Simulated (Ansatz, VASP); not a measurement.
# CSe2: VASP beside Ansatz, part 2 of 2

Wanted: the spread between two codes on one cell, functional and k mesh. The cell is generated by rule, not measured, and may not be a known phase. The cell is taken from a series of VASP runs on this material, whose earlier steps may have relaxed, scaled or displaced it; both programs get it as it stands.

VASP 6.6.1 and Ansatz 0.2.0.

So far. Step 2 (VASP: band structure, PBEsol): The run ends at a pressure of -0.18 GPa, with forces up to 0.24 eV/Å.

The structure was built from a prototype and need not be the compound's stable phase.

**6. Ansatz: band structure, PBEsol, spin-orbit coupling**

Level of this step: Ansatz beside VASP: Kohn-Sham DFT, plane waves, PBEsol, spin-orbit coupling (Ansatz).

With cell and atoms fixed, the geometry can't cause a difference; cores, projectors, grids and the points listed under the comparison can.

The cell is taken from a series of VASP runs on this material, whose earlier steps may have relaxed, scaled or displaced it; both programs get it as it stands.

File input.yaml:

```yaml
crystal:
  lattice:
    - [3.082985415, 0.0, 0.0]
    - [-1.541492708, 2.669943689, 0.0]
    - [0.0, 0.0, 5.81725]
  atoms:
    - { symbol: C, position: [0.0, 0.0, 0.0] }
    - { symbol: Se, position: [0.333333333, 0.666666667, 0.2325759247] }
    - { symbol: Se, position: [0.666666667, 0.333333333, 0.7674240753] }
hamiltonian:
  xc: pbesol
  pseudopotentials: { kind: paw_fr }
magnetization:
  noncollinear: true
  spin_orbit: true
kpoints:
  mp_grid: { grid: [10, 10, 6] }
  band_path:
    path:
      - [0.0, 0.0, 0.0]
      - [0.13333, 0.0, 0.0]
      - [0.3, 0.0, 0.0]
      - [0.46667, 0.0, 0.0]
      - [0.46667, 0.06667, 0.0]
      - [0.41111, 0.17778, 0.0]
      - [0.35556, 0.28889, 0.0]
      - [0.28889, 0.28889, 0.0]
      - [0.17778, 0.17778, 0.0]
      - [0.06667, 0.06667, 0.0]
      - [0.0, 0.0, 0.03333]
      - [0.0, 0.0, 0.2]
      - [0.0, 0.0, 0.36667]
      - [0.0, 0.0, 0.5]
      - [0.16667, 0.0, 0.5]
      - [0.3, 0.0, 0.5]
      - [0.46667, 0.0, 0.5]
      - [0.46667, 0.06667, 0.5]
      - [0.41111, 0.17778, 0.5]
      - [0.35556, 0.28889, 0.5]
      - [0.28889, 0.28889, 0.5]
      - [0.17778, 0.17778, 0.5]
      - [0.06667, 0.06667, 0.5]
      - [0.5, 0.0, 0.46667]
      - [0.5, 0.0, 0.3]
      - [0.5, 0.0, 0.13333]
      - [0.33333, 0.33333, 0.0]
      - [0.33333, 0.33333, 0.16667]
      - [0.33333, 0.33333, 0.33333]
      - [0.33333, 0.33333, 0.5]
    npoints: 1
scf:
  occupations: { method: gaussian, width: 0.02 }
  n_extra_bands: 14
output:
  forces: true
  stress: true
  eigenvalues: true
```

Started as:

```bash
$ ansatz run input.yaml --threads 2 --pin off --max-ram 4608MiB --backend cpu --events-out ev --progress --plain --runs-dir out
```

Numbers of over 12 decimals in the logs are rounded to 6 here.

The program printed:

```text
[...]
non-collinear run that drives no moment, with spin-orbit: no starting moment large enough to seed its density (crystal.atoms[].spin), no starting occupations that ask for one, no magnetisation constraint and no magnetic field, so the semilocal B_xc is pinned to zero
Crystal: 3 atoms, lattice volume = 47.884 Å³
[...]
k-point 1: bands = [... 32 lower, 11.8215, 11.8215, 12.1174, 12.1174, 12.3554, 12.3554, 14.4592, 14.4592, ... 10 higher]
  k-point 2: bands = [... 32 lower, 11.9965, 11.9965, 12.4218, 12.4218, 12.7237, 12.7237, 14.3043, 14.3043, ... 10 higher]
  k-point 71: bands = [... 32 lower, 9.3046, 9.3046, 10.0181, 10.0181, 11.5500, 11.5500, 13.2124, 13.2124, ... 10 higher]
[key lines of the parts left out:]
SCF converged after 9 iterations
Magnetization: |M| = 0.0000 μB,  M = (+0.0000, +0.0000, +0.0000) μB
Free energy (F): -11091.496149 eV
Fermi energy:    11.174262 eV
P = ⅓ Tr σ = -0.1846 GPa (-1.846 kbar)
```

Wall time 23 s (2 threads of Arm Neoverse V1, shared host); peak memory 0.58 GiB.

**7. VASP: band structure, PBEsol, spin-orbit coupling**

The same cell, functional, mesh and smearing now go to VASP, with its own data sets and cutoff.

File INCAR:

```
SYSTEM = CSe2
PREC = Accurate
ENCUT = 520
EDIFF = 1E-06
NELM = 100
ISMEAR = 0
SIGMA = 0.02
LREAL = .FALSE.
ALGO = Normal
GGA = PS
LNONCOLLINEAR = .TRUE.
MAGMOM = 0 0 0 0 0 0 0 0 0
NBANDS = 28
GGA_COMPAT = .FALSE.
LASPH = .TRUE.
LSORBIT = .TRUE.
LORBIT = 11
LWAVE = .FALSE.
LCHARG = .FALSE.
KPAR = 4
ISIF = 2
```

File POSCAR:

```
CSe2
1.0
    3.0829854150      0.0000000000      0.0000000000
   -1.5414927080      2.6699436890      0.0000000000
    0.0000000000      0.0000000000      5.8172500000
C Se
1 2
Direct
    0.0000000000      0.0000000000      0.0000000000
    0.3333333330      0.6666666670      0.2325759247
    0.6666666670      0.3333333330      0.7674240753
```

File KPOINTS:

```
Automatic mesh
0
Gamma
10 10 6
0 0 0
```

File KPOINTS_OPT:

```
Line mode
16
Line-mode
Reciprocal
  0.00000000   0.00000000   0.00000000 GAMMA
  0.50000000   0.00000000   0.00000000 M

  0.50000000   0.00000000   0.00000000 M
  0.33333333   0.33333333   0.00000000 K

  0.33333333   0.33333333   0.00000000 K
  0.00000000   0.00000000   0.00000000 GAMMA

  0.00000000   0.00000000   0.00000000 GAMMA
  0.00000000   0.00000000   0.50000000 A

  0.00000000   0.00000000   0.50000000 A
  0.50000000   0.00000000   0.50000000 L

  0.50000000   0.00000000   0.50000000 L
  0.33333333   0.33333333   0.50000000 H

  0.33333333   0.33333333   0.50000000 H
  0.00000000   0.00000000   0.50000000 A

  0.50000000   0.00000000   0.50000000 L
  0.50000000   0.00000000   0.00000000 M

  0.33333333   0.33333333   0.00000000 K
  0.33333333   0.33333333   0.50000000 H
```

PAW data sets: C and Se (PBE family, release 64).

Started as:

```bash
$ mpirun -np 4 vasp_ncl
```

The program printed:

```text
[banner, memory and clock lines left out]
running    4 mpi-ranks, on    1 nodes
[...]
[... a notice as in an earlier step ...]

 LDA part: xc-table for (Slater+PW92), standard interpolation
 POSCAR, INCAR and KPOINTS ok, starting setup
[...]
entering main loop
       N       E                     dE             d eps       ncg     rms          rms(c)
DAV:   1     0.640944433273E+02    0.64094E+02   -0.69130E+03  4032   0.102E+03
DAV:   2    -0.895173536484E+01   -0.73046E+02   -0.68471E+02  5364   0.177E+02
DAV:   3    -0.137815285752E+02   -0.48298E+01   -0.46931E+01  5064   0.446E+01
DAV:   4    -0.138342896988E+02   -0.52761E-01   -0.52619E-01  4728   0.526E+00
[...]
DAV:  11    -0.134805410550E+02    0.57774E-05   -0.62115E-05  4564   0.596E-02    0.163E-02
DAV:  12    -0.134805390624E+02    0.19925E-05   -0.98747E-06  4332   0.224E-02    0.658E-03
DAV:  13    -0.134805385502E+02    0.51227E-06   -0.11966E-06  4020   0.690E-03
   1 F= -.13480539E+02 E0= -.13480357E+02  d E =-.363065E-03  mag=    -0.0000     0.0000    -0.0000
 Start KPOINTS_OPT (optional k-point list driver)
k-point batch [1-72\144]
       N       E                     dE             ncg
DAV:   1     0.502017570455E+04   -0.16320E+05     4032
DAV:   2    -0.481111863773E+03   -0.55013E+04     5460
DAV:   3    -0.835237003162E+03   -0.35413E+03     5144
DAV:   4    -0.839397788682E+03   -0.41608E+01     4832
DAV:   5    -0.839449737702E+03   -0.51949E-01     4892
DAV:   6    -0.839450968932E+03   -0.12312E-02     4928
DAV:   7    -0.839451010207E+03   -0.41275E-04     4292
DAV:   8    -0.839451011851E+03   -0.16436E-05     3628
DAV:   9    -0.839451011979E+03   -0.12843E-06     2800
k-point batch [73-144\144]
       N       E                     dE             ncg
DAV:   1     0.391099083556E+04   -0.38193E+05     4032
DAV:   2    -0.121029182418E+04   -0.51213E+04     5244
DAV:   3    -0.154739885373E+04   -0.33711E+03     4952
DAV:   4    -0.155087362989E+04   -0.34748E+01     4700
DAV:   5    -0.155090207375E+04   -0.28444E-01     4832
DAV:   6    -0.155090251603E+04   -0.44227E-03     4752
DAV:   7    -0.155090252620E+04   -0.10175E-04     4172
DAV:   8    -0.155090252658E+04   -0.38441E-06     3068
```

From OUTCAR (step 7):

```text
  Total       -0.2157780     -0.2157780      0.4690880      0.0000000      0.0000000      0.0000000
  in kB       -7.2198215     -7.2198215     15.6954452      0.0000000      0.0000000      0.0000000
  external PRESSURE =       0.4186007 kB  Pullay stress =       0.0000000 kB

 POSITION                                       TOTAL-FORCE (eV/Angst)
 -----------------------------------------------------------------------------------
      0.00000      0.00000      0.00000         0.000000      0.000000      0.000000
     -0.00000      1.77996      1.35295        -0.000000      0.000000      0.021248
      1.54149      0.88998      4.46430         0.000000     -0.000000     -0.021248
 -----------------------------------------------------------------------------------
    total drift:                               -0.000000     -0.000000      0.000000

  FREE ENERGIE OF THE ION-ELECTRON SYSTEM (eV)
  ---------------------------------------------------
  free  energy   TOTEN  =       -13.4805385502 eV

  energy  without entropy=      -13.4801754850  energy(sigma->0) =      -13.48035702

 magnetization (x)
# of ion       s       p       d       tot
------------------------------------------
    1        0.000   0.000   0.000   0.000
    2       -0.000  -0.000  -0.000  -0.000
    3       -0.000  -0.000  -0.000  -0.000
--------------------------------------------------
tot         -0.000  -0.000  -0.000  -0.000

 magnetization (y)
# of ion       s       p       d       tot
------------------------------------------
    1       -0.000   0.000   0.000  -0.000
    2        0.000   0.000   0.000   0.000
    3        0.000   0.000   0.000   0.000
--------------------------------------------------
tot         -0.000   0.000   0.000   0.000

 magnetization (z)
# of ion       s       p       d       tot
------------------------------------------
    1       -0.000   0.000   0.000  -0.000
    2        0.000   0.000   0.000   0.000
    3        0.000   0.000   0.000   0.000
--------------------------------------------------
tot         -0.000   0.000   0.000  -0.000

[... 1 part as in an earlier step ...]

[... 2 further parts left out ...]
[key lines of the parts left out:]
E-fermi :   5.9647
```

The run ends at a pressure of 0.04 GPa, with forces up to 0.021 eV/Å.

**8. Comparison**

What differs besides the data sets and the points named for the pairs above, as far as they apply: spin-orbit coupling enters by fully relativistic files in Ansatz and inside the spheres in VASP; the data sets hold 36 valence electrons in Ansatz (fully relativistic PAW (standard-fr) files) and 16 in VASP. Total energies have different zeros and are not compared.

Compared:

```csv
quantity,Ansatz,VASP,difference
pressure (GPa),-0.18,0.04,-0.23
pressure without Ansatz's Pulay correction (GPa),-0.30,0.04,-0.34
```

At this near-relaxed geometry the largest component of a force difference is 25 meV/Å. Levels from 3 eV below to 2 eV above the Fermi level differ by 3 meV r.m.s. and 7 meV at most; each VASP level is matched to the nearest of Ansatz, which flatters the figure a little. Ansatz's pressure holds a Pulay correction of 0.11 GPa; VASP's holds none.

**9. What came out**

| Property | Result |
| --- | --- |
| r.m.s. force difference (band structure, PBEsol) | 13 meV/Å |
| r.m.s. difference of levels near the Fermi level (band structure, PBEsol, spin-orbit coupling) | 3.2 meV |
| r.m.s. force difference (band structure, PBEsol, spin-orbit coupling) | 12 meV/Å |

The r.m.s. force difference is 13 meV/Å (band structure, PBEsol), beyond the 12 meV/Å picked in this series as the mark of a large difference. Band structure, PBEsol, norm-conserving potentials (cutoff 1170 eV): r.m.s. force difference goes from 13 to 3.9 meV/Å; the difference in pressure goes from -0.24 to -0.079 GPa. 1 further run of this series is not shown here. How closely two codes agree says nothing of how well the functional describes the real material.

[Lines on the potential files, build, host, timing and source positions are cut from VASP's logs without a mark.]

[Logs are printed without paths, hosts, clocks, repeated set-up lines and the standing remarks that a program may print on its own settings, such as how far it seeks lower states.]

[Hosts, paths, dates, database ids (printed as entryN), source tags and the programs' standing remarks are cut or masked in the printed files.]
